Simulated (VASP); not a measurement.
An input for Ansatz (written as the equivalent of a VASP run, and not itself run):

Ansatz 0.2 input:
```yaml
crystal:
  lattice:
    - [0.0000000, 3.0870325, 3.0870325]
    - [3.0870325, 0.0000000, 3.0870325]
    - [3.0870325, 3.0870325, 0.0000000]
  atoms:
    - { symbol: Tl, position: [0.0000000, 0.0000000, 0.0000000] }
    - { symbol: As, position: [0.7500000, 0.7500000, 0.7500000] }
kpoints:
  mp_grid: { grid: [9, 9, 9] }
hamiltonian:
  xc: lda
  pseudopotentials: { kind: paw }
scf:
  occupations: { method: methfessel_paxton, width: 0.1 }
  max_iter: 100
relax:
  max_steps: 30
  f_tol: 0.001
output: { forces: true, stress: true, eigenvalues: true }
```

Task: Write the VASP files for the same calculation (LDA).

Result: One answer among several that fit: 
### POSCAR
```
TlAs
1
    0.0000000000     3.0870324772     3.0870324772
    3.0870324772     0.0000000000     3.0870324772
    3.0870324772     3.0870324772     0.0000000000
Tl As
1 1
Direct
  0.0000000000   0.0000000000   0.0000000000
  0.7500000000   0.7500000000   0.7500000000
```

**INCAR**
```
SYSTEM=TlAs
PREC=Accurate; ENCUT=400; LREAL=.False.
LASPH=.True.
EDIFF=1E-8; NELM=100; ALGO=Normal
LMAXMIX=4
ISMEAR=1; SIGMA=0.1
IBRION=1; NSW=30; ISIF=2
EDIFFG=-0.001
LWAVE=.False.; LCHARG=.False.
```

KPOINTS:
```
K-points
0
Gamma
 9 9 9
0 0 0
```

POTCAR, in this order: Tl_d As (LDA.64 set). Program: vasp_std.

What does not carry over: each code has its own PAW files, so the cut-off isn't converted (ENCUT is set for VASP's; basis.ecutwfc is left out, and Ansatz then takes the one that its files recommend); Ansatz stops its SCF on the density residual and VASP on the energy change (EDIFF); Ansatz's lda is the Perdew-Wang form, while the LDA potentials of VASP carry Perdew-Zunger's.

The structure comes from a computed database's TlAs entry (F-43m); how it stands against other phases isn't given here. It was relaxed first, which changed the volume by -9 %. The start is the result of an earlier pass.
